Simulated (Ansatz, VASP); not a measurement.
# FeNi3 (Awaruite) in two plane-wave programs, part 2 of 2

Wanted: the spread between two codes on one cell, functional and k mesh.

VASP 6.6.1 and Ansatz 0.2.0.

So far. Step 2 (Ansatz: single point, PBEsol): The run ends at a pressure of 0.52 GPa.

**3. VASP: single point, PBEsol (continued)**

Level of this step: PBEsol, spin-polarised from an antiferromagnetic start; plane waves and PAW (Ni, Fe) (VASP).

Numbers of over 12 decimals in the logs are rounded to 6 here.

OUTCAR, selected parts (step 3):

```text
ion  position               nearest neighbor table
   1  0.500  0.500  0.000-   2 2.47   3 2.47   4 2.47   2 2.47   3 2.47   2 2.47   4 2.47   2 2.47
                             3 2.47   4 2.47   3 2.47   4 2.47
   2  0.500  0.000  0.500-   1 2.47   3 2.47   4 2.47   1 2.47   4 2.47   1 2.47   3 2.47   1 2.47
                             3 2.47   4 2.47   4 2.47   3 2.47
   3  0.000  0.500  0.500-   1 2.47   2 2.47   4 2.47   1 2.47   4 2.47   2 2.47   4 2.47   4 2.47
                             1 2.47   2 2.47   1 2.47   2 2.47
   4  0.000  0.000  0.000-   1 2.47   2 2.47   3 2.47   2 2.47   3 2.47   1 2.47   3 2.47   3 2.47
                             1 2.47   2 2.47   2 2.47   1 2.47

  LATTYP: Found a simple cubic cell.
 ALAT       =     3.4873211505

 Subroutine GETGRP returns: Found 48 space group operations
 (whereof 48 operations were pure point group operations)

The static configuration has the point symmetry O_h .

 Found     20 irreducible k-points:

   k-points           NKPTS =     20   k-points in BZ     NKDIM =     20   number of bands    NBANDS=     33

   dimension x,y,z NGX =    24 NGY =   24 NGZ =   24
   dimension x,y,z NGXF=    48 NGYF=   48 NGZF=   48

   ENCUT  =  350.0 eV  25.72 Ry    5.07 a.u.   5.32  5.32  5.32*2*pi/ulx,y,z

   NELECT =      38.0000    total number of electrons

 k-points in reciprocal lattice and weights: Automatic mesh
   0.00000000  0.00000000  0.00000000       0.005
   0.16666667  0.00000000  0.00000000       0.028
   0.33333333  0.00000000  0.00000000       0.028
   0.50000000  0.00000000  0.00000000       0.014
   0.16666667  0.16666667  0.00000000       0.056
   0.33333333  0.16666667  0.00000000       0.111
   0.50000000  0.16666667  0.00000000       0.056
   0.33333333  0.33333333  0.00000000       0.056
   0.50000000  0.33333333  0.00000000       0.056
[...]
0.50000000  0.50000000  0.33333333       0.028
   0.50000000  0.50000000  0.50000000       0.005

 average (electrostatic) potential at core
       1 -82.2223       2 -82.2223       3 -82.2223       4 -40.5808

 E-fermi :   9.0063

 spin component 1
 k-point     1 :       0.0000    0.0000    0.0000
  band No.  band energies     occupation
    ...
      8       7.3181      1.00000
      9       7.3181      1.00000
     10       7.3181      1.00000
     11       8.4651      1.00000
     12       8.4651      1.00000
     13       9.0515     -0.01191
     14       9.3250     -0.00000
     15       9.3250     -0.00000
     16       9.3250     -0.00000
     17      10.0797      0.00000
    ...

 k-point     2 :       0.1667    0.0000    0.0000
  band No.  band energies     occupation
    ...
     11       8.3185      1.00000
     12       8.4960      1.00000
     13       8.6378      1.00000
     14       8.6378      1.00000
     15       8.9097      1.00989
     16       9.3253     -0.00000
     17       9.6341     -0.00000
     18       9.8237     -0.00000
     19       9.8237     -0.00000
     20       9.9697     -0.00000
    ...

 k-point     3 :       0.3333    0.0000    0.0000
  band No.  band energies     occupation
    ...
     12       7.8458      1.00000
     13       7.8908      1.00000
     14       8.1479      1.00000
     15       8.4338      1.00000
     16       8.6327      1.00000
     17       9.2505     -0.00000
     18       9.2505     -0.00000
     19       9.3258     -0.00000
     20       9.7571     -0.00000
     21       9.7625     -0.00000
    ...

 k-point     4 :       0.5000    0.0000    0.0000
  band No.  band energies     occupation
    ...
     14       8.0181      1.00000
     15       8.1461      1.00000
     16       8.6521      1.00000
     17       8.9005      1.00539
     18       8.9005      1.00539
     19       9.3262     -0.00000
     20       9.5292     -0.00000
     21       9.6651     -0.00000
     22      10.3771      0.00000
     23      17.2037      0.00000
    ...

 k-point     5 :       0.1667    0.1667    0.0000
  band No.  band energies     occupation
    ...
     12       8.2421      1.00000
     13       8.2790      1.00000
     14       8.3811      1.00000
     15       8.8044      1.00000
     16       8.8377      1.00001
     17       9.1556     -0.00010
     18       9.7841     -0.00000
     19       9.8192     -0.00000
     20       9.8316     -0.00000
     21      10.1591      0.00000
    ...

 k-point     6 :       0.3333    0.1667    0.0000
  band No.  band energies     occupation
    ...
     13       7.8033      1.00000
     14       8.1253      1.00000
     15       8.4487      1.00000
     16       8.5736      1.00000
     17       8.9856      0.81941
     18       9.4144     -0.00000
     19       9.4435     -0.00000
     20       9.6752     -0.00000
     21      10.0914      0.00000
     22      10.1710      0.00000
    ...

  Total       -0.0465363     -0.0465363     -0.0465363      0.0000000      0.0000000      0.0000000
  in kB       -1.7580310     -1.7580310     -1.7580310      0.0000000      0.0000000      0.0000000
  external PRESSURE =      -1.7580310 kB  Pullay stress =       0.0000000 kB

  energy-cutoff  :      350.00
  volume of cell :       42.41
      direct lattice vectors                 reciprocal lattice vectors
     3.487321151  0.000000000  0.000000000     0.286753057  0.000000000  0.000000000
     0.000000000  3.487321151  0.000000000     0.000000000  0.286753057  0.000000000
     0.000000000  0.000000000  3.487321151     0.000000000  0.000000000  0.286753057

 POSITION                                       TOTAL-FORCE (eV/Angst)
 -----------------------------------------------------------------------------------
      1.74366      1.74366      0.00000         0.000000      0.000000      0.000000
      1.74366      0.00000      1.74366         0.000000      0.000000      0.000000
      0.00000      1.74366      1.74366         0.000000      0.000000      0.000000
      0.00000      0.00000      0.00000         0.000000      0.000000      0.000000
 -----------------------------------------------------------------------------------
    total drift:                                0.000000     -0.000000     -0.000000

  FREE ENERGIE OF THE ION-ELECTRON SYSTEM (eV)
  ---------------------------------------------------
  free  energy   TOTEN  =       -27.6734161505 eV

  energy  without entropy=      -27.6734425844  energy(sigma->0) =      -27.67342496

 total charge
# of ion       s       p       d       tot
------------------------------------------
    1        0.530   0.562   8.330   9.421
    2        0.530   0.562   8.330   9.421
    3        0.530   0.562   8.330   9.421
    4        0.497   0.549   6.146   7.192
--------------------------------------------------
tot          2.087   2.233  31.135  35.455

 magnetization (x)
# of ion       s       p       d       tot
------------------------------------------
    1        0.014   0.042  -0.721  -0.665
    2        0.014   0.042  -0.721  -0.665
    3        0.014   0.042  -0.721  -0.665
    4       -0.010  -0.002  -2.843  -2.855
--------------------------------------------------
tot          0.031   0.124  -5.006  -4.851

[... 6 further parts left out ...]
```

The magnetic state follows from one typed start and may not be the lowest.

**4. Side by side**

Known differences besides the PAW data sets themselves: the data sets hold 70 valence electrons in Ansatz (default PAW (the set named soft_2) files) and 38 in VASP; the cutoff is 420 eV in Ansatz and 350 eV in VASP; Ansatz makes its cores anew for this functional, VASP keeps those of its PBE data sets; VASP leaves aspherical gradient terms in its spheres out (LASPH is not set), Ansatz keeps them; site moments are counted in spheres of each program's own size. Total energies have different zeros and are not compared.

Compared:

| quantity | Ansatz | VASP | difference |
| --- | --- | --- | --- |
| pressure (GPa) | 0.52 | -0.18 | +0.70 |
| total moment (μB) | -4.86 | -4.86 | 0.00 |
| moment on Fe4 (μB) | -2.85 | -2.85 | 0.00 |
| moment on Ni1 (μB) | -0.71 | -0.67 | -0.05 |
| moment on Ni2 (μB) | -0.71 | -0.67 | -0.05 |
| moment on Ni3 (μB) | -0.71 | -0.67 | -0.05 |

Ansatz's pressure holds a Pulay correction of 0.07 GPa; VASP's holds none.

**5. Outcome**

| Property | Result |
| --- | --- |
| difference in moment on Ni1 (single point, PBEsol) | -0.047 μB |
| difference in pressure (single point, PBEsol) | 0.70 GPa |

In words: The difference in pressure is 0.70 GPa (single point, PBEsol), within the 1 GPa picked in this series as the mark of a large difference. How closely two codes agree says nothing of how well the functional describes the real material.

[Lines on the potential files, build, host, timing and source positions are cut from VASP's logs without a mark.]

[Logs are printed without paths, hosts, clocks, repeated set-up lines and the standing remarks that a program may print on its own settings, such as how far it seeks lower states.]

[Hosts, paths, dates, database ids (printed as entryN), source tags and the programs' standing remarks are cut or masked in the printed files.]
